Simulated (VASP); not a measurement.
```
K
1.0
    0.00000     3.28692     3.28692
    3.28692     0.00000     3.28692
    3.28692     3.28692     0.00000
K
1
Direct
  0.00000   0.00000   0.00000
```

Method: PBEsol GGA, VASP's PBE PAW potentials (set 64) (plane waves; VASP). Run with 400 eV cut-off, 11×11×11 Γ-centred mesh, tetrahedra with Blöchl corrections, potentials K_sv.

Problem. Tabulate the total density of states (states/eV per cell) against energy (eV; zero at the valence-band maximum or, without a gap, the Fermi level).

Solution. 
```
E (eV) | DOS (states/eV)
    -9.96 |  0.00
    -9.76 |  0.00
    -9.65 |  0.00
    -9.44 |  0.00
    -9.34 |  0.00
    -9.13 |  0.00
    -8.92 |  0.00
    -8.81 |  0.00
    -8.60 |  0.00
    -8.39 |  0.00
    -8.29 |  0.00
    -8.08 |  0.00
    -7.97 |  0.00
    -7.76 |  0.00
    -7.55 |  0.00
    -7.45 |  0.00
    -7.24 |  0.00
    -7.03 |  0.00
    -6.92 |  0.00
    -6.71 |  0.00
    -6.61 |  0.00
    -6.40 |  0.00
    -6.19 |  0.00
    -6.09 |  0.00
    -5.88 |  0.00
    -5.67 |  0.00
    -5.56 |  0.00
    -5.35 |  0.00
    -5.25 |  0.00
    -5.04 |  0.00
    -4.83 |  0.00
    -4.72 |  0.00
    -4.51 |  0.00
    -4.41 |  0.00
    -4.20 |  0.00
    -3.99 |  0.00
    -3.88 |  0.00
    -3.67 |  0.00
    -3.47 |  0.00
    -3.36 |  0.00
    -3.15 |  0.00
    -3.05 |  0.00
    -2.84 |  0.00
    -2.63 |  0.00
    -2.52 |  0.00
    -2.31 |  0.00
    -2.10 | ## 0.12
    -2.00 | ### 0.18
    -1.79 | #### 0.26
    -1.68 | ##### 0.30
    -1.47 | ###### 0.36
    -1.26 | ####### 0.42
    -1.16 | ####### 0.45
    -0.95 | ######## 0.50
    -0.84 | ######## 0.53
    -0.64 | ######### 0.59
    -0.43 | ########## 0.65
    -0.32 | ########### 0.67
    -0.11 | ############ 0.74
     0.10 | ############# 0.86
     0.20 | ############### 0.96
     0.41 | ############## 0.89
     0.52 | ############## 0.87
     0.73 | ################# 1.07
     0.94 | ################### 1.22
     1.04 | ################### 1.22
     1.25 | ############# 0.80
     1.46 | ##################### 1.32
     1.57 | ############################# 1.82
     1.77 | ######################## 1.51
     1.88 | ######################### 1.61
     2.09 | ############################## 1.91
     2.30 | ############################# 1.85
     2.40 | ######################### 1.59
     2.61 | ###################### 1.43
     2.82 | ################### 1.23
     2.93 | ################### 1.18
     3.14 | ################# 1.07
     3.24 | ################## 1.12
     3.45 | ################## 1.15
```
Within 2 eV below the Fermi level the largest weight inside VASP's projection spheres is K s, then K p.

The structure was generated: K was put into the fcc type (Fm-3m), which need not be its known phase. It was relaxed first.
